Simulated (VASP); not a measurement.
These are vdW-DF2, VASP's PBE PAW potentials (set 64) (plane waves; VASP 6.6.1) values and carry that method's errors.

VASP ran on this input.

File KPOINTS:
```
k-points along high-symmetry lines
15
Line-mode
Reciprocal
  0.000000   0.000000   0.000000 ! GAMMA
  0.000000   0.500000   0.000000 ! X

  0.000000   0.500000   0.000000 ! X
  0.500000   0.500000   0.000000 ! M

  0.500000   0.500000   0.000000 ! M
  0.000000   0.000000   0.000000 ! GAMMA

  0.000000   0.000000   0.000000 ! GAMMA
  0.500000   0.500000   0.500000 ! R

  0.500000   0.500000   0.500000 ! R
  0.000000   0.500000   0.000000 ! X

  0.500000   0.500000   0.500000 ! R
  0.500000   0.500000   0.000000 ! M
```

INCAR:
```
SYSTEM = BaTiO3
PREC = Accurate; ENCUT = 520; LREAL = F
LASPH = T; ICHARG = 11
EDIFF = 1E-7; NELM = 100; ALGO = Normal
LMAXMIX = 4
ISMEAR = 0; SIGMA = 0.05
GGA = ML; LUSE_VDW = T; AGGAC = 0.0
ZAB_VDW = -1.8867
LWAVE = F; LCHARG = F; LORBIT = 11
```

POSCAR:
```
BaTiO3
1
    4.0980979668     0.0000000000     0.0000000000
    0.0000000000     4.0980979668     0.0000000000
    0.0000000000     0.0000000000     4.0980979668
Ba Ti O
1 1 3
Direct
  0.0000000000   0.0000000000   0.0000000000
  0.5000000000   0.5000000000   0.5000000000
  0.5000000000   0.0000000000   0.5000000000
  0.0000000000   0.5000000000   0.5000000000
  0.5000000000   0.5000000000   0.0000000000
```

POTCAR, in this order: Ba_sv Ti_sv O (PBE.64 set). Program: vasp_std. Read from the step before: CHGCAR.

Output

**OUTCAR**
```
 ion  position               nearest neighbor table
   1  0.000  0.000  0.000-   3 2.90   4 2.90   5 2.90   3 2.90   4 2.90   4 2.90   5 2.90   4 2.90
                             3 2.90   5 2.90   3 2.90   5 2.90   2 3.55   2 3.55   2 3.55   2 3.55
   2  0.500  0.500  0.500-   3 2.05   4 2.05   5 2.05   5 2.05   3 2.05   4 2.05   1 3.55   1 3.55
                             1 3.55   1 3.55   1 3.55   1 3.55   1 3.55   1 3.55
   3  0.500  0.000  0.500-   2 2.05   2 2.05   1 2.90   1 2.90   1 2.90   1 2.90
   4  0.000  0.500  0.500-   2 2.05   2 2.05   1 2.90   1 2.90   1 2.90   1 2.90
   5  0.500  0.500  0.000-   2 2.05   2 2.05   1 2.90   1 2.90   1 2.90   1 2.90
  LATTYP: Found a simple cubic cell.
 ALAT       =     4.0980979668
 Subroutine PRICEL returns:
 Original cell was already a primitive cell.
 Subroutine GETGRP returns: Found 48 space group operations
The static configuration has the point symmetry O_h .
The dynamic configuration has the point symmetry O_h .
 Subroutine INISYM returns: Found 48 space group operations
   k-points           NKPTS =     90   k-points in BZ     NKDIM =     90   number of bands    NBANDS=     24
   number of dos      NEDOS =    301   number of ions     NIONS =      5
   total plane-waves  NPLWV =  27000
   dimension x,y,z NGX =    30 NGY =   30 NGZ =   30
   dimension x,y,z NGXF=    60 NGYF=   60 NGZF=   60
   ions per type =               1   1   3
   PREC   = accura    normal or accurate (medium, high low for compatibility)
   ISTART =      0    job   : 0-new  1-cont  2-samecut
   ICHARG =     11    charge: 1-file 2-atom 10-const
...
```

### OSZICAR
```
       N       E                     dE             d eps       ncg     rms          rms(c)
DAV:   1     0.426912686195E+03    0.42691E+03   -0.21996E+04  4320   0.181E+03
DAV:   2     0.192195395514E+02   -0.40769E+03   -0.40015E+03  5056   0.477E+02
DAV:   3    -0.268050811851E+02   -0.46025E+02   -0.44689E+02  7176   0.140E+02
DAV:   4    -0.289226203062E+02   -0.21175E+01   -0.21163E+01  5336   0.282E+01
DAV:   5    -0.290381798865E+02   -0.11556E+00   -0.11556E+00  6144   0.465E+00
DAV:   6    -0.290393347152E+02   -0.11548E-02   -0.11548E-02  5464   0.533E-01
DAV:   7    -0.290393594691E+02   -0.24754E-04   -0.24754E-04  6304   0.700E-02
DAV:   8    -0.290393598434E+02   -0.37429E-06   -0.37429E-06  5544   0.743E-03
DAV:   9    -0.290393598540E+02   -0.10564E-07   -0.10572E-07  4120   0.105E-03
   1 F= -.29039360E+02 E0= -.29039360E+02  d E =-.381683E-21
```

**OUTCAR**
```
 val. band max:        3.2414517750   @ k =   0.5000   0.5000   0.5000

 cond. band min:       4.8663756325   @ k =   0.0000   0.0000   0.0000



 k-point     1 :       0.0000    0.0000    0.0000
  band No.  band energies     occupation
      1     -53.8501      2.00000
      2     -29.9963      2.00000
      3     -29.9963      2.00000
      4     -29.9963      2.00000
      5     -21.7327      2.00000
      6     -13.3626      2.00000
      7     -12.7036      2.00000
      8     -12.7036      2.00000
      9      -6.8450      2.00000
     10      -6.8450      2.00000
     11      -6.8450      2.00000
     12       1.0182      2.00000
     13       1.0182      2.00000
     14       1.0182      2.00000
     15       2.2852      2.00000
     16       2.2852      2.00000
     17       2.2852      2.00000
     18       3.0505      2.00000
     19       3.0505      2.00000
     20       3.0505      2.00000
     21       4.8664      0.00000
     22       4.8664      0.00000
     23       4.8664      0.00000
     24       6.6067      0.00000

 k-point     2 :       0.0000    0.0357    0.0000
  band No.  band energies     occupation
      1     -53.8501      2.00000
      2     -29.9968      2.00000
      3     -29.9963      2.00000
      4     -29.9963      2.00000
      5     -21.7317      2.00000
      6     -13.3621      2.00000
      7     -12.7037      2.00000
      8     -12.7032      2.00000
      9      -6.8434      2.00000
     10      -6.8434      2.00000
     11      -6.8412      2.00000
     12       0.9989      2.00000
     13       1.0160      2.00000
     14       1.0160      2.00000
     15       2.2708      2.00000
     16       2.2708      2.00000
     17       2.2747      2.00000
     18       3.0165      2.00000
     19       3.0408      2.00000
     20       3.0408      2.00000
     21       4.8677      0.00000
     22       4.8910      0.00000
     23       4.8910      0.00000
     24       6.6068      0.00000

...
```

The density is held fixed in this step, so its total energy and stress have no physical meaning. Unless said otherwise, spin-orbit coupling is left out, though it shifts the bands of the heavy elements here.

The compound is BaTiO3 in the cubic perovskite structure, the ideal cubic form; the compound distorts at low or room temperature. It was relaxed first, which changed the volume by +8 %.
